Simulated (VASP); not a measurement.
Data:

```
CELL_PARAMETERS angstrom
      0.00000     3.05785     3.05785
      3.05785     0.00000     3.05785
      3.05785     3.05785     0.00000
ATOMIC_POSITIONS crystal
  Cu 0.00000 0.00000 0.00000
  I  0.25000 0.25000 0.25000
```

Computed with TPSS meta-GGA, VASP's PBE PAW potentials (set 64) (plane waves; VASP). Numerical set-up: 520 eV cut-off, 8×8×8 Γ-centred mesh, Gaussian smearing of 0.050 eV, potentials Cu I.

Question: Give the stress tensor in GPa (positive for a compressed cell).

Answer: 
```
-1.10   0.00   0.00
 0.00  -1.10   0.00
 0.00   0.00  -1.10
```
The pressure is its mean diagonal, -1.10 GPa.

The compound is CuI in the zinc blende structure. This cell is one point of a volume scan, at 1.03 of the reference volume.
